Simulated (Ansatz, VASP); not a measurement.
**TaBr: VASP beside Ansatz**

```xyz
2
Lattice="4.0097 0.0000 0.0000 -2.0049 3.4725 0.0000 0.0000 0.0000 4.1268" Properties=species:S:1:pos:R:3 pbc="T T T"
Ta    0.0000    0.0000    2.0634
Br    0.0000    0.0000    0.0000
```

Alike in both runs: task single point; functional PBE; k mesh 6 × 6 × 4; occupations gaussian, width 0.1 eV; collinear spin.

|  | VASP | Ansatz |
| --- | --- | --- |
| version | VASP 6.6.1 | Ansatz 0.2.0 |
| potentials or method | VASP PAW PBE potentials, release 64 (Ta_pv, Br) | scalar-relativistic, plane waves, PAW |
| plane-wave cutoff (eV) | 520 | 420 |
| valence electrons in the cell | 18 | 20 |

|  | VASP | Ansatz | Ansatz less VASP |
| --- | --- | --- | --- |
| gap on the k mesh at the Fermi level (eV) | none | none | - |
| net moment per atom (μB) | 0.00 | 0.00 | -0.003 |

A gap of «none» marks a metal or a gap that the smearing closes. The two sets of potentials don't hold the same shells in valence. Ansatz warned: «seeded_moment_not_kept».

Caveats: the k mesh is coarse (spacing up to 0.38 Å⁻¹), so the values aren't converged. The runs have no spin-orbit coupling, so splittings on Ta are missing.
